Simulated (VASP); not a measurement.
Wanted: the native input for a VASP 6.6.1 run.

```yaml
Task: relaxation of cell and atoms
Functional: PBE
Potentials_or_basis: VASP PAW PBE potentials, release 64 (Be, Zn, Se)
Cutoff: 520 eV
k_mesh: 4 × 4 × 4
Occupations: gaussian, width 0.15 eV
Spin: no spin polarisation
Further_INCAR_settings: PREC = Normal; ALGO = Fast; EDIFF = 0.0001; IBRION = 2; EDIFFG = -0.08; NSW = 24; ISIF = 3
```

The structure of BeZn2Se3 lies in POSCAR:

```
BeZn2Se3
1.0
   -1.9250000000      5.7800000000      2.7250000000
    1.9250000000     -5.7800000000      2.7250000000
    1.9250000000      5.7800000000     -2.7250000000
Be Zn Se
1 2 3
Direct
    0.0000000000      0.0000000000      0.0000000000
    0.3333300000      0.0000000000      0.3333300000
    0.6666700000      0.0000000000      0.6666700000
    0.7500000000      0.2500000000      0.5000000000
    0.0833300000      0.2500000000      0.8333300000
    0.4166700000      0.2500000000      0.1666700000
```

The cell was built by a generator and needn't be a form met in nature.

One way to write it, as run:

INCAR

```
SYSTEM = BeZn2Se3
ALGO = Fast
EDIFF = 1E-4
EDIFFG = -0.08
ENCUT = 520
GGA = PE
IBRION = 2
ISIF = 3
ISMEAR = 0
LASPH = .True.
LCHARG = .False.
LREAL = .False.
LWAVE = .False.
NELM = 60
NSW = 24
PREC = Normal
SIGMA = 0.15
```

KPOINTS

```
k-points
0
Gamma
  4 4 4
  0 0 0
```

Potentials or basis: VASP PAW PBE potentials, release 64 (Be, Zn, Se).

Launch:

```sh
$ cat potpaw_PBE.64/Be/POTCAR potpaw_PBE.64/Zn/POTCAR potpaw_PBE.64/Se/POTCAR > POTCAR
$ mpirun -np 1 vasp_std > vasp.out
```

Results of the run:

```json
{
  "Relaxed volume": "21.58 Å³/atom",
  "Relaxed cell": "a = 6.819 Å, b = 6.819 Å, c = 6.819 Å, α = 146.47°, β = 60.03°, γ = 131.76°",
  "Space group after relaxing (to 0.05 Å)": "Imm2 (No. 44)",
  "Energy gained by relaxing": "87.2 meV/atom",
  "Ionic steps": "10",
  "Pressure after relaxing": "0.0 GPa",
  "Largest force after relaxing": "0.059 eV/Å",
  "Band gap on the k mesh": "1.82 eV, direct"
}
```

Caveat: the k mesh is coarse (spacing up to 0.50 Å⁻¹), so the values aren't converged.

Run time: 4.3 min on 1 thread of Intel(R) Xeon(R) Platinum 8488C (Sapphire Rapids) (shared host), peak memory 0.28 GiB.
